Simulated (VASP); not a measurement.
An input for Ansatz (written as the equivalent of a VASP run, and not itself run):

Ansatz 0.2 input:
```yaml
crystal:
  lattice:
    - [0.0000000, 3.3269037, 3.3269037]
    - [3.3269037, 0.0000000, 3.3269037]
    - [3.3269037, 3.3269037, 0.0000000]
  atoms:
    - { symbol: Hg, position: [0.0000000, 0.0000000, 0.0000000] }
    - { symbol: Te, position: [0.2500000, 0.2500000, 0.2500000] }
kpoints:
  mp_grid: { grid: [10, 10, 10] }
hamiltonian:
  xc: pbe
  pseudopotentials: { kind: paw }
scf:
  occupations: { method: methfessel_paxton, width: 0.1 }
  max_iter: 100
output: { forces: true, stress: true, eigenvalues: true }
```

### Question
Write the VASP files for the same calculation (PBE).

### Answer
One answer among several that fit: 
**KPOINTS**
```
Automatic mesh
0
Gamma
10 10 10
0 0 0
```

POSCAR:
```
HgTe
1
   -0.0000000000     3.3269037268     3.3269037268
    3.3269037268    -0.0000000000     3.3269037268
    3.3269037268     3.3269037268    -0.0000000000
Hg Te
1 1
Direct
  0.0000000000   0.0000000000   0.0000000000
  0.2500000000   0.2500000000   0.2500000000
```

### INCAR
```
SYSTEM = HgTe
PREC = Accurate
ENCUT = 480
EDIFF = 1E-7
NELM = 100
ALGO = Normal
LREAL = .FALSE.
LASPH = .TRUE.
ISMEAR = 1
SIGMA = 0.1
GGA = PE
LMAXMIX = 6
LWAVE = .FALSE.
LCHARG = .FALSE.
ISIF = 2
```

POTCAR, in this order: Hg Te (PBE.64 set). Program: vasp_std.

Limits of the translation: each code has its own PAW files, so the cut-off isn't converted (ENCUT is set for VASP's; basis.ecutwfc is left out, and Ansatz then takes the one that its files recommend); Ansatz stops its SCF on the density residual and VASP on the energy change (EDIFF).

The compound is HgTe in the zinc blende structure. It was relaxed first, which changed the volume by +9 %.
